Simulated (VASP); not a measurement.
# Quasiparticle energies of AlN in VASP, part 2 of 8

Aim: the quasiparticle gap of AlN, and what it costs to get it. The cell is of the wurtzite type, one of the forms listed for this formula. The start is a cell from a database of measured crystal structures.

VASP 6.6.1, plane waves and PAW; the level of theory is named at each step.

So far. Step 2 (Relaxation): At LDA, with these data sets, the largest force is down to 5.8e-4 eV/Å.

The database entry behind the starting cell differs from later determinations by our own check (inner coordinate u about 0.002 short), so it need not match the best structure at ambient conditions.

### Step 3. Ground state

This step: LDA; plane waves and PAW (Al_GW, N_GW) (VASP 6.6.1).

The orbitals come from a self-consistent LDA run with a tight EDIFF and a narrow smearing. KPOINTS_OPT adds the bands along a path, which shows whether the mesh holds the band edges.

File INCAR:

```
SYSTEM = AlN
PREC = Accurate
ENCUT = 450
EDIFF = 1E-08
NELM = 100
ISMEAR = 0
SIGMA = 0.01
LREAL = .FALSE.
ALGO = Normal
GGA = CA
NBANDS = 14
LORBIT = 11
LWAVE = .TRUE.
LCHARG = .FALSE.
KPAR = 4
```

File POSCAR:

```
AlN
1.0
    3.1130000000      0.0000000000      0.0000000000
   -1.5565000000      2.6959370820      0.0000000000
    0.0000000000      0.0000000000      4.9810000000
Al N
2 2
Direct
    0.6666666667      0.3333333333      0.4990517037
    0.3333333333      0.6666666667      0.9990517037
    0.6666666667      0.3333333333      0.8809482963
    0.3333333333      0.6666666667      0.3809482963
```

File KPOINTS:

```
Automatic mesh
0
Gamma
6 6 4
0 0 0
```

File KPOINTS_OPT:

```
Line mode
12
Line-mode
Reciprocal
  0.00000000   0.00000000   0.00000000 GAMMA
  0.50000000   0.00000000   0.00000000 M

  0.50000000   0.00000000   0.00000000 M
  0.33333333   0.33333333   0.00000000 K

  0.33333333   0.33333333   0.00000000 K
  0.00000000   0.00000000   0.00000000 GAMMA

  0.00000000   0.00000000   0.00000000 GAMMA
  0.00000000   0.00000000   0.50000000 A

  0.00000000   0.00000000   0.50000000 A
  0.50000000   0.00000000   0.50000000 L

  0.50000000   0.00000000   0.50000000 L
  0.33333333   0.33333333   0.50000000 H

  0.33333333   0.33333333   0.50000000 H
  0.00000000   0.00000000   0.50000000 A

  0.50000000   0.00000000   0.50000000 L
  0.50000000   0.00000000   0.00000000 M

  0.33333333   0.33333333   0.00000000 K
  0.33333333   0.33333333   0.50000000 H
```

PAW data sets: Al_GW and N_GW (LDA family, release 64).

Command:

```
$ mpirun -np 4 vasp_std
```

What it wrote:

```text
[banner, memory and clock lines left out]
running    4 mpi-ranks, on    1 nodes
 distrk:  each k-point on    1 cores,    4 groups
 distr:  one band on    1 cores,    1 groups

 POSCAR found type information on POSCAR AlN
 POSCAR found :  2 types and       4 ions
 LDA part: xc-table for (Slater(with rela. corr.)+CA(PZ))
 , standard interpolation
 POSCAR, INCAR and KPOINTS ok, starting setup
 FFT: planning ... GRIDC
 FFT: planning ... GRID_SOFT
 FFT: planning ... GRID
 WAVECAR not read
 entering main loop
       N       E                     dE             d eps       ncg     rms          rms(c)
DAV:   1     0.498013921092E+02    0.49801E+02   -0.67502E+03   588   0.920E+02
DAV:   2    -0.337031205010E+02   -0.83505E+02   -0.75607E+02   912   0.252E+02
DAV:   3    -0.377707436774E+02   -0.40676E+01   -0.40359E+01   822   0.488E+01
DAV:   4    -0.378263492336E+02   -0.55606E-01   -0.55590E-01   692   0.768E+00
DAV:   5    -0.378280171622E+02   -0.16679E-02   -0.16677E-02   822   0.113E+00    0.122E+01
DAV:   6    -0.329868678638E+02    0.48411E+01   -0.13667E+01   888   0.362E+01    0.304E+00
DAV:   7    -0.329299979383E+02    0.56870E-01   -0.60429E-01   678   0.535E+00    0.208E+00
DAV:   8    -0.328768097030E+02    0.53188E-01   -0.13792E-01   702   0.556E+00    0.629E-01
DAV:   9    -0.328699285241E+02    0.68812E-02   -0.31717E-02   966   0.193E+00    0.109E-01
DAV:  10    -0.328699358162E+02   -0.72921E-05   -0.10449E-03   744   0.279E-01    0.527E-02
DAV:  11    -0.328699055477E+02    0.30268E-04   -0.13886E-04   952   0.128E-01    0.785E-03
DAV:  12    -0.328699055033E+02    0.44402E-07   -0.84113E-07   744   0.868E-03    0.558E-03
DAV:  13    -0.328699047743E+02    0.72908E-06   -0.24673E-06   960   0.161E-02    0.168E-04
DAV:  14    -0.328699047568E+02    0.17415E-07   -0.56291E-08   750   0.191E-03    0.127E-04
DAV:  15    -0.328699047549E+02    0.19120E-08   -0.60182E-10   582   0.278E-04
   1 F= -.32869905E+02 E0= -.32869905E+02  d E =-.920347E-30
 Start KPOINTS_OPT (optional k-point list driver)
k-point batch [1-21\108]
       N       E                     dE             ncg
DAV:   1     0.157180880564E+04   -0.76240E+04      588
DAV:   2     0.202052867122E+02   -0.15516E+04      884
DAV:   3    -0.557790769208E+02   -0.75984E+02      810
DAV:   4    -0.570993863306E+02   -0.13203E+01      738
DAV:   5    -0.571458221299E+02   -0.46436E-01      824
DAV:   6    -0.571483561663E+02   -0.25340E-02      834
DAV:   7    -0.571484172204E+02   -0.61054E-04      848
DAV:   8    -0.571484194061E+02   -0.21856E-05      802
DAV:   9    -0.571484194648E+02   -0.58760E-07      680
DAV:  10    -0.571484194662E+02   -0.13450E-08      620
[...]
k-point batch [106-108\108]
       N       E                     dE             ncg
DAV:   1     0.115838661321E+05   -0.17976E+04       84
DAV:   2     0.113721662838E+05   -0.21170E+03      124
DAV:   3     0.113619317883E+05   -0.10234E+02      120
DAV:   4     0.113617661746E+05   -0.16561E+00      108
DAV:   5     0.113617606366E+05   -0.55380E-02      120
DAV:   6     0.113617603694E+05   -0.26719E-03      108
DAV:   7     0.113617603532E+05   -0.16175E-04      128
DAV:   8     0.113617603526E+05   -0.62199E-06      116
DAV:   9     0.113617603526E+05   -0.21228E-07      104
DAV:  10     0.113617603526E+05   -0.16316E-08       86
 writing wavefunctions
```

It took 8.2 s on 4 MPI ranks of Intel Xeon Platinum 8488C (Sapphire Rapids), shared host; peak memory 0.54 GiB; 30 s of CPU time.

Parts of OUTCAR (step 3):

```text
 Found     21 irreducible k-points:

   k-points           NKPTS =     21   k-points in BZ     NKDIM =     21   number of bands    NBANDS=     14

   dimension x,y,z NGX =    24 NGY =   24 NGZ =   36
   dimension x,y,z NGXF=    48 NGYF=   48 NGZF=   72

   ENCUT  =  450.0 eV  33.07 Ry    5.75 a.u.   5.38  5.38  8.62*2*pi/ulx,y,z

   NELECT =      16.0000    total number of electrons

 E-fermi :   5.0997

 k-point     1 :       0.0000    0.0000    0.0000
  band No.  band energies     occupation
    ...
      4       4.1393      2.00000
      5       4.1393      2.00000
      6       4.7997      2.00000
      7       4.7997      2.00000
      8       5.0229      2.00000
      9       9.2322      0.00000
     10      11.5403      0.00000
     11      15.4875      0.00000
     12      15.9438      0.00000
     13      15.9438      0.00000
    ...

 k-point     2 :       0.1667    0.0000    0.0000
  band No.  band energies     occupation
    ...
      4       2.7112      2.00000
      5       3.5171      2.00000
      6       3.7444      2.00000
      7       4.7186      2.00000
      8       4.8462      2.00000
      9      10.4744      0.00000
     10      12.5829      0.00000
     11      14.0584      0.00000
     12      14.6134      0.00000
     13      16.8672      0.00000
    ...

  Total       -1.6997790     -1.6997790     -1.5923041      0.0000000     -0.0000000     -0.0000000
  in kB      -65.1474803    -65.1474803    -61.0282880      0.0000000     -0.0000000     -0.0000000
  external PRESSURE =     -63.7744162 kB  Pullay stress =       0.0000000 kB

  energy-cutoff  :      450.00
  volume of cell :       41.80
      direct lattice vectors                 reciprocal lattice vectors
     3.113000000  0.000000000  0.000000000     0.321233537  0.185464269  0.000000000
    -1.556500000  2.695937082  0.000000000     0.000000000  0.370928538  0.000000000
     0.000000000  0.000000000  4.981000000     0.000000000  0.000000000  0.200762899

 POSITION                                       TOTAL-FORCE (eV/Angst)
 -----------------------------------------------------------------------------------
      1.55650      0.89865      2.48578         0.000000     -0.000000      0.000885
     -0.00000      1.79729      4.97628         0.000000      0.000000      0.000885
      1.55650      0.89865      4.38800        -0.000000      0.000000     -0.000885
     -0.00000      1.79729      1.89750         0.000000     -0.000000     -0.000885
 -----------------------------------------------------------------------------------
    total drift:                               -0.000000     -0.000000     -0.000303

  FREE ENERGIE OF THE ION-ELECTRON SYSTEM (eV)
  ---------------------------------------------------
  free  energy   TOTEN  =       -32.8699047549 eV

  energy  without entropy=      -32.8699047549  energy(sigma->0) =      -32.86990475

 total charge
# of ion       s       p       d       tot
------------------------------------------
    1        0.442   0.561   0.215   1.217
    2        0.442   0.561   0.215   1.217
    3        1.181   2.561   0.000   3.742
    4        1.181   2.561   0.000   3.742
--------------------------------------------------
tot          3.246   6.244   0.429   9.919

[... 3 parts as in an earlier step ...]

[... 7 further parts left out ...]
```

This step gave:

```
free energy (TOTEN)               : -32.87 eV
Fermi energy                      : 5.100 eV
pressure                          : -6.377 GPa
least gap on mesh and path        : 4.209 eV
least direct gap on mesh and path : 4.209 eV
```

The highest empty bands on the path are converged less tightly, to about 0.1 eV. The electronic bands at the labelled points (eV, zero at the valence-band top; v1 is the highest filled band, c1 the lowest empty one):

```
          point     v4     v3     v2     v1    c1    c2     c3     c4
              Γ  -0.88  -0.22  -0.22   0.00  4.21  6.52  10.46  10.92
0.55 of the way  -2.73  -1.68  -0.55  -0.47  6.18  7.23   7.82  10.00
              M  -3.39  -2.12  -1.81  -0.71  5.64  5.68   8.06  10.12
0.55 of the way  -3.18  -3.08  -1.93  -1.67  5.31  7.17   8.83   9.87
              K  -3.83  -2.49  -2.42  -2.42  4.90  8.21   9.52   9.52
0.55 of the way  -3.09  -1.54  -0.78  -0.49  6.51  7.69   8.49   8.74
              Γ  -0.88  -0.22  -0.22   0.00  4.21  6.52  10.46  10.92
0.55 of the way  -0.77  -0.77  -0.34  -0.34  5.28  6.66  10.08  10.90
              A  -0.56  -0.56  -0.56  -0.56  6.40  6.40  10.13  10.13
0.55 of the way  -1.64  -1.64  -1.13  -1.13  6.24  6.24   9.38   9.38
              L  -1.49  -1.49  -1.38  -1.38  5.18  5.18   9.06   9.06
0.55 of the way  -2.94  -2.94  -0.92  -0.92  6.16  6.16   8.93   8.93
              H  -3.92  -3.92  -0.81  -0.81  7.28  7.28   7.68   7.68
0.55 of the way  -1.73  -1.73  -1.21  -1.21  6.69  6.69   9.24   9.24
              A  -0.56  -0.56  -0.56  -0.56  6.40  6.40  10.13  10.13
      jump to L  -1.49  -1.49  -1.38  -1.38  5.18  5.18   9.06   9.06
0.55 of the way  -2.71  -1.98  -1.28  -0.92  5.00  5.74   9.16   9.27
              M  -3.39  -2.12  -1.81  -0.71  5.64  5.68   8.06  10.12
      jump to K  -3.83  -2.49  -2.42  -2.42  4.90  8.21   9.52   9.52
0.45 of the way  -4.42  -2.91  -1.61  -1.61  5.61  8.10   8.64   8.64
              H  -3.92  -3.92  -0.81  -0.81  7.28  7.28   7.68   7.68
```

Of the projections kept (Al, N), the largest for each band there; the rest of the weight can lie on other orbitals:

```
point      v4      v3      v2      v1       c1       c2       c3       c4
    Γ  N 0.80  N 0.85  N 0.85  N 0.86   N 0.73  Al 0.69   N 0.85  Al 0.99
    M  N 0.67  N 0.75  N 0.74  N 0.82  Al 0.85  Al 0.55  Al 0.52   N 0.73
    K  N 0.60  N 0.75  N 0.71  N 0.71  Al 0.96   N 0.73   N 0.63   N 0.63
    Γ  N 0.80  N 0.85  N 0.85  N 0.86   N 0.73  Al 0.69   N 0.85  Al 0.99
    A  N 0.83  N 0.83  N 0.83  N 0.83   N 0.67   N 0.67  Al 0.64  Al 0.64
    L  N 0.77  N 0.77  N 0.79  N 0.79  Al 0.66  Al 0.66  Al 0.91  Al 0.91
```

The electronic bands as a text plot (rows in eV, shown from -6.1 to 7.7 only):

```
    7.4 |  +++     +    +   +                  +                +
    6.8 |++              +   + +++  +++       + +   +++         +
    6.3 |   +++   +     + +   +   ++   +     +   +++   ++      +
    5.7 |      ++++        +     +      +   +            ++++ +
    5.1 |  +       +++++    +   +        +++             +++ +
    4.5 |++                  + +
    4.0 |                     +
    3.4 |
    2.8 |
    2.2 |
    1.7 |
    1.1 |
    0.5 |
    0.0 |***               ******
   -0.6 |** ******       *************       ****     ***  **   *
   -1.2 |***  **  *     ** ***  *    ********    ******  **    *
   -1.8 |  *********   * ** *    *    *** **       ***   **** *
   -2.3 |   *   **  *****  *                *     *       ****
   -2.9 |   **    *** *   **      *              *         *  *
   -3.5 |     * ***   ** *        ****       ** *    ****   *  **
   -4.1 |    ************             **       *    *       **  *
   -4.6 |     *      *** *       *             *  **       * ****
   -5.2 |   ** ** ***     **    *       **   ** **       **
   -5.8 |***     *          ****          ***            ****
         Γ      M    K        Γ   A       L    H       A|L M|K  H
```

The cell has a gap of 4.21 eV on mesh and path and a pressure of -6.4 GPa, which holds the misfit of the given cell and coordinates with this functional, and any error of cutoff, mesh and data sets.

### Step 4. Empty bands, functional LDA

The next step needs empty bands that the ground-state run didn't converge, so the Hamiltonian is diagonalised exactly for NBANDS bands, in a single step. LOPTICS writes the k-derivatives of the orbitals (WAVEDER), which give the long-wavelength limit of the screening.

File INCAR:

```
SYSTEM = AlN
PREC = Accurate
ENCUT = 450
ISMEAR = 0
SIGMA = 0.01
LREAL = .FALSE.
GGA = CA
NBANDS = 232
ALGO = Exact
NELM = 1
LWAVE = .TRUE.
LCHARG = .FALSE.
LOPTICS = .TRUE.
NEDOS = 1000
CSHIFT = 0.1
```

POSCAR is that of step 3.

KPOINTS is that of step 3.

Command:

```
$ mpirun -np 4 vasp_std
```

What it wrote:

```text
[banner, memory and clock lines left out]
running    4 mpi-ranks, on    1 nodes
 distrk:  each k-point on    4 cores,    1 groups
 distr:  one band on    1 cores,    4 groups

 POSCAR found type information on POSCAR AlN
 POSCAR found :  2 types and       4 ions
 LDA part: xc-table for (Slater(with rela. corr.)+CA(PZ))
 , standard interpolation
 found WAVECAR, reading the header
  number of bands has changed, file:    14 present:   232
  trying to continue reading WAVECAR, but it might fail
 POSCAR, INCAR and KPOINTS ok, starting setup
 FFT: planning ... GRIDC
 FFT: planning ... GRID_SOFT
 FFT: planning ... GRID
 reading WAVECAR
 random initialization beyond band           14
 the WAVECAR file was read successfully
 initial charge from wavefunction
 entering main loop
       N       E                     dE             d eps       ncg     rms          rms(c)
DIA:   1    -0.328699047558E+02   -0.32870E+02    0.00000E+00     0   0.000E+00
   1 F= -.32869905E+02 E0= -.32869905E+02  d E =-.391719E-21
 writing wavefunctions
 optical routines
 imaginary and real dielectric function
 recalculating local potential from charge density
 direction            1
 direction            2
 direction            3
```

The job ended after 11 s (4 MPI ranks; peak memory 0.93 GiB; 42 s of CPU time).

Parts of OUTCAR (step 4):

```text
 Found     21 irreducible k-points:

   k-points           NKPTS =     21   k-points in BZ     NKDIM =     21   number of bands    NBANDS=    232

   NELECT =      16.0000    total number of electrons

 E-fermi :   5.0854

 k-point     2 :       0.1667    0.0000    0.0000
  band No.  band energies     occupation
    ...
      4       2.7113      2.00000
      5       3.5171      2.00000
      6       3.7444      2.00000
      7       4.7186      2.00000
      8       4.8463      2.00000
      9      10.4744      0.00000
     10      12.5829      0.00000
     11      14.0584      0.00000
     12      14.6134      0.00000
     13      16.8672      0.00000
    ...

 k-point     4 :       0.5000    0.0000    0.0000
  band No.  band energies     occupation
    ...
      4       0.8157      2.00000
      5       1.6363      2.00000
      6       2.9002      2.00000
      7       3.2112      2.00000
      8       4.3159      2.00000
      9      10.6646      0.00000
     10      10.7011      0.00000
     11      13.0813      0.00000
     12      15.1469      0.00000
     13      15.7363      0.00000
    ...

  Total       -1.7000098     -1.7000098     -1.5925181      0.0000000      0.0000000      0.0000000
  in kB      -65.1563271    -65.1563271    -61.0364880      0.0000000      0.0000000      0.0000000
  external PRESSURE =     -63.7830474 kB  Pullay stress =       0.0000000 kB

 POSITION                                       TOTAL-FORCE (eV/Angst)
 -----------------------------------------------------------------------------------
      1.55650      0.89865      2.48578         0.000000     -0.000000      0.000884
     -0.00000      1.79729      4.97628        -0.000000      0.000000      0.000884
      1.55650      0.89865      4.38800         0.000000      0.000000     -0.000884
     -0.00000      1.79729      1.89750         0.000000      0.000000     -0.000884
 -----------------------------------------------------------------------------------
    total drift:                               -0.000000     -0.000000     -0.000303

  FREE ENERGIE OF THE ION-ELECTRON SYSTEM (eV)
  ---------------------------------------------------
  free  energy   TOTEN  =       -32.8699047558 eV

  energy  without entropy=      -32.8699047558  energy(sigma->0) =      -32.86990476

 plasma frequency squared (from intraband transitions) (eV^2)
  --------------------------------------------------------------------------------------
       0.000       0.000       0.000
       0.000       0.000       0.000
       0.000       0.000       0.000

[... 10 parts as in an earlier step ...]

[... 3 further parts left out ...]
```

The gap is read on the k-mesh alone, so it is an upper bound where the band edges lie off the mesh.

A gap read on the k-mesh alone can miss the band edges.

Numbers from this step:

```
gap on the k-mesh              : 4.209 eV
least direct gap on the k-mesh : 4.209 eV
```

WAVECAR now holds 232 bands for 16 electrons. Its independent-particle dielectric tensor has xx, yy, zz = 4.7, 4.7, 4.9 on this mesh, which isn't tested for convergence in mesh or bands and lacks local fields.

[end of part 2 of 8]

[Lines on the potential files, build, host, timing and source positions are cut from VASP's logs without a mark.]

[Logs are printed without paths, hosts, clocks, repeated set-up lines and the standing remarks that a program may print on its own settings, such as how far it seeks lower states.]

[Hosts, paths, dates, database ids (printed as entryN), source tags and the programs' standing remarks are cut or masked in the printed files.]

[Pressures printed for these runs are not shown converged in the cutoff: they can be off by several GPa and have the wrong sign.]
